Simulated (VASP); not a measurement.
Here is a VASP 6.6.1 calculation.

INCAR

```
ALGO = Normal
EDIFF = 1E-6
EDIFFG = -0.002
ENCUT = 600
GGA = PE
IBRION = 2
ISIF = 3
ISMEAR = 0
IVDW = 12
LASPH = True
LCHARG = False
LREAL = False
LWAVE = False
NELM = 100
NSW = 80
PREC = Accurate
PSTRESS = 25.0
SIGMA = 0.01
```

Contents of KPOINTS:

```
k-points
0
Gamma
  12 12 4
```

Contents of POSCAR:

```
BN
1.0
    2.5034971638      0.0000000000      0.0000000000
   -1.2517485819      2.1680921421      0.0000000000
    0.0000000000      0.0000000000      6.3860803754
B N
2 2
Direct
    0.3333333333      0.6666666667      0.2500000000
    0.6666666667      0.3333333333      0.7500000000
    0.3333333333      0.6666666667      0.7500000000
    0.6666666667      0.3333333333      0.2500000000
```

Potentials or basis: VASP PAW PBE potentials, release 64 (B, N).

Run with:

```sh
$ cat potpaw_PBE.64/B/POTCAR potpaw_PBE.64/N/POTCAR > POTCAR
$ mpirun -np 1 vasp_std > vasp.out
```

Q: Predict the space group after relaxing (to 0.05 Å).

A: P6_3/mmc (No. 194).

Q: What does it give for the relaxed cell?

A: a = 2.501 Å, b = 2.501 Å, c = 6.191 Å, α = 90.00°, β = 90.00°, γ = 120.00°.

Final structure:
```
CELL_PARAMETERS angstrom
2.50079 0.00000 0.00000
-1.25039 2.16575 0.00000
0.00000 0.00000 6.19098
ATOMIC_POSITIONS crystal
B 0.33333 0.66667 0.25000
B 0.66667 0.33333 0.75000
N 0.33333 0.66667 0.75000
N 0.66667 0.33333 0.25000
```
